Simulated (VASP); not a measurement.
These are PBE GGA, VASP's PBE PAW potentials (set 64) (plane waves; VASP) values and carry that method's errors.

VASP input:

### POSCAR
```
Sn
1
   -2.9150000000     2.9150000000     1.5900000000
    2.9150000000    -2.9150000000     1.5900000000
    2.9150000000     2.9150000000    -1.5900000000
Sn
2
Direct
  0.2500000000   0.7500000000   0.5000000000
  0.0000000000   0.0000000000   0.0000000000
```

### INCAR
```
ALGO = Normal
EDIFF = 1E-6
EDIFFG = -0.01
ENCUT = 520
GGA = PE
IBRION = 2
ISIF = 3
ISMEAR = 1
LASPH = T
LCHARG = F
LMAXMIX = 4
LREAL = F
LWAVE = F
NELM = 100
NSW = 60
PREC = Accurate
SIGMA = 0.1
SYSTEM = Sn
```

**KPOINTS**
```
Automatic mesh
0
Gamma
12 12 12
0 0 0
```

POTCAR, in this order: Sn_d (PBE.64 set). Program: vasp_std.

The run wrote:

File OSZICAR:
```
       N       E                     dE             d eps       ncg     rms          rms(c)
DAV:   1     0.202501175995E+03    0.20250E+03   -0.15021E+04  5888   0.243E+03
DAV:   2     0.103925540236E+02   -0.19211E+03   -0.18987E+03  5872   0.451E+02
DAV:   3    -0.706321443995E+01   -0.17456E+02   -0.17244E+02  6652   0.139E+02
DAV:   4    -0.759130962709E+01   -0.52810E+00   -0.52633E+00  6712   0.264E+01
DAV:   5    -0.761134844584E+01   -0.20039E-01   -0.20037E-01  7938   0.472E+00    0.241E+00
DAV:   6    -0.759477670450E+01    0.16572E-01   -0.34807E-02  7598   0.293E+00    0.135E+00
DAV:   7    -0.759049983429E+01    0.42769E-02   -0.21583E-02  7620   0.227E+00    0.168E-01
DAV:   8    -0.759042592884E+01    0.73905E-04   -0.20080E-03  6864   0.666E-01    0.361E-02
DAV:   9    -0.759043464867E+01   -0.87198E-05   -0.58965E-05  7526   0.810E-02    0.139E-02
DAV:  10    -0.759043273251E+01    0.19162E-05   -0.74930E-06  7084   0.403E-02    0.201E-03
DAV:  11    -0.759043274772E+01   -0.15216E-07   -0.28268E-07  3198   0.775E-03
   1 F= -.75904327E+01 E0= -.75902808E+01  d E =-.759043E+01
       N       E                     dE             d eps       ncg     rms          rms(c)
DAV:   1    -0.873649468163E+01   -0.11461E+01   -0.27504E+01  6398   0.978E+01    0.560E+00
DAV:   2    -0.784060284214E+01    0.89589E+00   -0.14840E+00  6972   0.210E+01    0.259E+00
DAV:   3    -0.762031249090E+01    0.22029E+00   -0.74685E-01  7660   0.140E+01    0.294E-01
DAV:   4    -0.761085707624E+01    0.94554E-02   -0.28523E-02  6842   0.235E+00    0.119E-01
DAV:   5    -0.760954939550E+01    0.13077E-02   -0.16421E-03  7594   0.540E-01    0.532E-02
DAV:   6    -0.760943271973E+01    0.11668E-03   -0.26314E-04  6838   0.251E-01    0.835E-03
DAV:   7    -0.760943211829E+01    0.60143E-06   -0.90210E-06  7734   0.246E-02
   2 F= -.76094321E+01 E0= -.76093244E+01  d E =-.189994E-01
       N       E                     dE             d eps       ncg     rms          rms(c)
DAV:   1    -0.766591331305E+01   -0.56481E-01   -0.12251E+00  6390   0.187E+01    0.125E+00
DAV:   2    -0.762151753808E+01    0.44396E-01   -0.78939E-02  6960   0.481E+00    0.563E-01
DAV:   3    -0.761148300231E+01    0.10035E-01   -0.31389E-02  7682   0.292E+00    0.702E-02
DAV:   4    -0.761105525060E+01    0.42775E-03   -0.94075E-04  6062   0.403E-01    0.217E-02
DAV:   5    -0.761102449511E+01    0.30755E-04   -0.57982E-05  7742   0.657E-02    0.101E-02
DAV:   6    -0.761102476744E+01   -0.27233E-06   -0.38493E-06  5448   0.303E-02
   3 F= -.76110248E+01 E0= -.76108791E+01  d E =-.205920E-01
       N       E                     dE             d eps       ncg     rms          rms(c)
DAV:   1    -0.761131914146E+01   -0.29465E-03   -0.69141E-03  6390   0.144E+00    0.934E-02
DAV:   2    -0.761107645520E+01    0.24269E-03   -0.43031E-04  6960   0.357E-01    0.421E-02
DAV:   3    -0.761101832175E+01    0.58133E-04   -0.18043E-04  7674   0.221E-01    0.507E-03
DAV:   4    -0.761101286445E+01    0.54573E-05   -0.55856E-06  5978   0.316E-02    0.169E-03
DAV:   5    -0.761101172380E+01    0.11407E-05   -0.23494E-07  3018   0.555E-03    0.736E-04
DAV:   6    -0.761101141316E+01    0.31064E-06   -0.12159E-07  2992   0.573E-03
   4 F= -.76110114E+01 E0= -.76108677E+01  d E =-.205787E-01
       N       E                     dE             d eps       ncg     rms          rms(c)
DAV:   1    -0.761163159316E+01   -0.61987E-03   -0.13982E-02  6384   0.195E+00    0.131E-01
DAV:   2    -0.761115324295E+01    0.47835E-03   -0.92252E-04  7236   0.524E-01    0.611E-02
DAV:   3    -0.761103235808E+01    0.12088E-03   -0.37189E-04  7568   0.317E-01    0.964E-03
DAV:   4    -0.761103183221E+01    0.52586E-06   -0.21857E-05  6544   0.614E-02    0.276E-03
DAV:   5    -0.761103225434E+01   -0.42213E-06   -0.81559E-07  3052   0.124E-02
   5 F= -.76110323E+01 E0= -.76108887E+01  d E =-.208412E-04
```

File OUTCAR:
```
------------------------ aborting loop because EDIFF is reached ----------------------------------------
  FORCE on cell =-STRESS in cart. coord.  units (eV):
  Direction    XX          YY          ZZ          XY          YZ          ZX
  --------------------------------------------------------------------------------------
  Total        0.0055238      0.0055238      0.0155779      0.0000000      0.0000000      0.0000000
  in kB        0.1560592      0.1560592      0.4401076      0.0000000      0.0000000      0.0000000
  external PRESSURE =       0.2507420 kB  Pullay stress =       0.0000000 kB
  volume of cell :       56.71
      direct lattice vectors                 reciprocal lattice vectors
    -2.963890238  2.963890238  1.613898770     0.000000000  0.168697205  0.309808774
     2.963890238 -2.963890238  1.613898770     0.168697205  0.000000000  0.309808774
     2.963890238  2.963890238 -1.613898770     0.168697205  0.168697205  0.000000000
 POSITION                                       TOTAL-FORCE (eV/Angst)
 -----------------------------------------------------------------------------------
      2.96389      0.00000      0.80695         0.000000      0.000000      0.000000
     -0.00000      0.00000      0.00000        -0.000000     -0.000000     -0.000000
 -----------------------------------------------------------------------------------
    total drift:                               -0.000000     -0.000000      0.000000
  FREE ENERGIE OF THE ION-ELECTRON SYSTEM (eV)
  ---------------------------------------------------
  free  energy   TOTEN  =        -7.6110322543 eV

  energy  without entropy=       -7.6106016924  energy(sigma->0) =       -7.61088873

 reached required accuracy - stopping structural energy minimisation
```
(Selected blocks of OUTCAR.)

### CONTCAR
```
Sn
   1.00000000000000
    -2.9638902380179242    2.9638902380179242    1.6138987698515164
     2.9638902380179242   -2.9638902380179242    1.6138987698515164
     2.9638902380179242    2.9638902380179242   -1.6138987698515164
  Sn
     2
Direct
     0.2500000000000000    0.7500000000000000    0.5000000000000000
     0.0000000000000000    0.0000000000000000    0.0000000000000000
```

OUTCAR:
```
 val. band max:        7.4356288335   @ k =  -0.3333  -0.4167   0.0833

 cond. band min:       7.4522231729   @ k =   0.4167   0.4167  -0.0000


 Fermi energy:         7.4403903193

 k-point     1 :       0.0000    0.0000    0.0000
  band No.  band energies     occupation
      1     -14.1544      2.00000
      2     -14.0838      2.00000
      3     -14.0414      2.00000
      4     -14.0340      2.00000
      5     -13.9043      2.00000
      6     -13.9043      2.00000
      7     -13.8948      2.00000
      8     -13.8948      2.00000
      9     -13.8166      2.00000
     10     -13.7187      2.00000
     11      -3.3692      2.00000
     12       3.6784      2.00000
     13       5.5804      2.00000
     14       5.5804      2.00000
     15      10.4838      0.00000
     16      13.4474      0.00000
     17      13.4474      0.00000
     18      14.0011      0.00000

 k-point     2 :       0.0833    0.0000    0.0000
  band No.  band energies     occupation
      1     -14.1506      2.00000
      2     -14.0715      2.00000
      3     -14.0370      2.00000
      4     -14.0198      2.00000
      5     -13.9128      2.00000
      6     -13.9113      2.00000
      7     -13.8961      2.00000
      8     -13.8952      2.00000
      9     -13.8187      2.00000
     10     -13.7228      2.00000
     11      -3.2366      2.00000
     12       3.5231      2.00000
     13       5.5918      2.00000
     14       5.9861      2.00000
     15      10.7089      0.00000
     16      12.6404      0.00000
     17      12.9902      0.00000
     18      13.2767      0.00000

 k-point     3 :       0.1667    0.0000    0.0000
  band No.  band energies     occupation
      1     -14.1393      2.00000
      2     -14.0399      2.00000
      3     -14.0252      2.00000
      4     -13.9875      2.00000
      5     -13.9312      2.00000
      6     -13.9178      2.00000
      7     -13.9040      2.00000
      8     -13.9019      2.00000
      9     -13.8249      2.00000
...
```

Energy and stress use the plane-wave basis of the starting cell. Unless said otherwise, spin-orbit coupling is left out, though it shifts the bands of the heavy elements here.

The compound is Sn in the beta structure. This run relaxes it. Symmetry was kept, so distortions that lower it aren't found.
